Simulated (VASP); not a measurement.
CdI₂ (1T layered): computed properties

Level of theory: PBE GGA, VASP's PBE PAW potentials (set 64) (plane waves; VASP).

```
Item                                                                                              Result
---------------------------------------------  ---------------------------------------------------------
space group                                                                                  P-3m1 (164)
cell                                           a = b = 4.330 Å, c = 7.408 Å, α = β = 90.00°, γ = 120.00°
volume per atom                                                                            40.10 Å³/atom
band gap (over mesh and band path)                                                               2.40 eV
smallest direct gap (over mesh and band path)                                                    2.50 eV
Hill bulk modulus                                                                                8.3 GPa
Hill shear modulus                                                                               4.1 GPa
Poisson's ratio                                                                                    0.289
band gap with spin-orbit coupling                                                                2.10 eV
density                                                                                       5.05 g/cm³
optical Γ-point spectrum                                                 47 (×2), 75 (×2), 100, 129 cm⁻¹
```

```
CdI2
1.0
    2.16515    -3.75014     0.00000
    2.16515     3.75014     0.00000
    0.00000     0.00000     7.40816
Cd I
1 2
Cartesian
  2.16515  -3.75014   0.00000
  2.16515   1.25005   1.71794
  2.16515  -1.25005   5.69021
```

Measured: a 4.244 Å (computed value off by +2.0 %), c 6.859 Å (computed value off by +8.0 %), as given by de Haan, NBS Special Publication (1969), 233, by the Crystallography Open Database. The calculation is for a static lattice, while the measured a, c hold thermal and zero-point effects, which are part of the difference. A miss this large can also come from another phase, state or cell setting, or from a fault of the measured value.   Without a dispersion term in the relaxation, distances and binding between the weakly bound layers, chains or molecules are unreliable, and so is what depends on them. Unless said otherwise, spin-orbit coupling is left out, though it shifts the bands of the heavy elements here.

The compound is CdI2 in the 1T layered structure. It was relaxed first, which changed the volume by +13 %. Symmetry was kept, so distortions that lower it aren't found.
